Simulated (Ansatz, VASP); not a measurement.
## ZrVH6 in VASP and in Ansatz

```
H Zr V
1.0
     0.00000    3.70101    3.70101
     3.70101    0.00000    3.70101
     3.70101    3.70101    0.00000
H Zr V
6 1 1
Cartesian
  3.7010 1.8190 3.7010
  5.5830 3.7010 3.7010
  3.7010 5.5830 3.7010
  1.8190 3.7010 3.7010
  3.7010 3.7010 1.8190
  3.7010 3.7010 5.5830
  0.0000 0.0000 0.0000
  3.7010 3.7010 3.7010
```

The cell was built by a generator and needn't be a form met in nature.

Alike in both runs: task single point; functional r2SCAN; k mesh 4 × 4 × 4; occupations gaussian, width 0.228 eV; no spin polarisation.

```csv
,VASP,Ansatz
version,VASP 6.6.1,Ansatz 0.2.0
potentials or method,"VASP PAW PBE potentials, release 64 (H, Zr_sv, V_sv)",PAW plane waves
plane-wave cutoff (eV),520,500
valence electrons in the cell,31,31
```

|  | VASP | Ansatz | Ansatz less VASP |
| --- | --- | --- | --- |
| gap on the k mesh at the Fermi level (eV) | none | none | - |
| pressure (GPa) | -0.2 | -0.1 | +0.09 |
| rms of the force components (eV/Å) | 1.138 | 1.138 | -0.0003 |

Atom by atom the forces differ by 0.000 eV/Å (rms over components). A gap of «none» marks a metal or a gap that the smearing closes.

Caveats: the k mesh is coarse (spacing up to 0.37 Å⁻¹), so the values aren't converged; the PAW data sets were made with another functional, which shifts forces and pressure a little (VASP).
